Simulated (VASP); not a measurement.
```
Sb
1.0
    3.89779    -2.12734    -0.00290
    3.89779     2.12734    -0.00290
    2.73934     0.00000     3.49491
Sb
2
Cartesian
  2.45604   0.00000   0.81343
  8.07888   0.00000   2.67569
```

The numbers are results of r2SCAN+rVV10, VASP's PBE PAW potentials (set 64) (plane waves; VASP), not measurements. Numerical set-up: 520 eV cut-off, 7×7×7 Γ-centred mesh, Gaussian smearing of 0.050 eV, potentials Sb.

### Question
The ions and cell shape at fixed volume are relaxed. Predict the relaxed structure.

### Answer

```
Sb
1.0
    3.84555    -2.14429    -0.03051
    3.84555     2.14429    -0.03051
    2.67786     0.00000     3.49517
Sb
2
Direct
  0.23610   0.23610   0.23610
  0.76390   0.76390   0.76390
```
Space group R-3m (166), at a tolerance of 0.03 Å.

### Question
How much energy does the relaxation gain?

### Answer
The energy (σ→0) changes by -6.5 meV/atom, in 6 ionic steps.

The compound is Sb in the a7 structure. This cell is one point of a volume scan, at 0.94 of the reference volume. Symmetry was kept, so distortions that lower it aren't found.
